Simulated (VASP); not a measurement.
Calculation: r2SCAN meta-GGA, VASP's PBE PAW potentials (set 64) (plane waves; VASP).

VASP input:

### POSCAR
```
Zn3CdSe4
1
    5.7752161071     0.0000000000     0.0000000000
    0.0000000000     5.7752161071     0.0000000000
    0.0000000000     0.0000000000     5.7752161071
Zn Cd Se
3 1 4
Direct
  0.0000000000   0.5000000000   0.5000000000
  0.5000000000   0.0000000000   0.5000000000
  0.5000000000   0.5000000000   0.0000000000
  0.0000000000   0.0000000000   0.0000000000
  0.7384282879   0.7384282879   0.2615717121
  0.7384282879   0.2615717121   0.7384282879
  0.2615717121   0.2615717121   0.2615717121
  0.2615717121   0.7384282879   0.7384282879
```

### INCAR
```
# general
SYSTEM   =  Zn3CdSe4
PREC     =  Accurate
ENCUT    =  400
LREAL    =  .FALSE.
LASPH    =  .TRUE.
NBANDS   =  129

# electronic loop
EDIFF    =  1E-7
NELM     =  100
ALGO     =  Normal
LMAXMIX  =  4
LMIXTAU  =  .TRUE.

# smearing
ISMEAR   =  0
SIGMA    =  0.01

# functional
METAGGA  =  R2SCAN

# output
LWAVE    =  .FALSE.
LCHARG   =  .FALSE.
NEDOS    =  1001

# other
LOPTICS  =  .TRUE.
LPEAD    =  .TRUE.
CSHIFT   =  0.1
```

**KPOINTS**
```
Automatic mesh
0
G
  7 7 7
```

POTCAR, in this order: Zn Cd Se (PBE.64 set). Program: vasp_std.

**Question.** What will the output report for the number of irreducible k-points (NKPTS), largest plane-wave count, number of space-group operations, FFT grid (NGX, NGY, NGZ)?

**Answer.** 
```yaml
number of irreducible k-points (NKPTS): 20
largest_plane_wave_count: 3531
number_of_space_group_operations: 24
FFT grid (NGX, NGY, NGZ): 40 × 40 × 40
```

The structure comes from a computed database's Zn3CdSe4 entry (P-43m); how it stands against other phases isn't given here. It was relaxed first.
